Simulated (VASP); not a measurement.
Ni:

```
Ni
1.0
     0.00000    1.76194    1.76194
     1.76194    0.00000    1.76194
     1.76194    1.76194    0.00000
Ni
1
Direct
  0.00000 0.00000 0.00000
```

Base run:

- Program: VASP 6.6.1
- Functional: PBE
- Potentials or basis: VASP PAW PBE potentials, release 64 (Ni)
- Cutoff: 400 eV
- k mesh: 14 × 14 × 14
- Occupations: gaussian, width 0.1 eV
- Spin: collinear spin, ferromagnetic start
- Starting moments: [0.8] μB

Its results: band gap on the k mesh none (metal or under the smearing width); pressure -1.7 GPa; net moment 0.59 μB per cell; site moments Ni +0.61 μB.

Task: The run is repeated on the same cell with these changes: cutoff from 400 eV to 520 eV; k mesh from 14 × 14 × 14 to 4 × 4 × 4. What comes out?

Result: Band gap on the k mesh none (metal or under the smearing width); pressure -4.2 GPa; net moment 0.59 μB per cell; site moments Ni +0.61 μB.

Caveats: some runs use coarse meshes.

Not every run made on this cell is shown here.
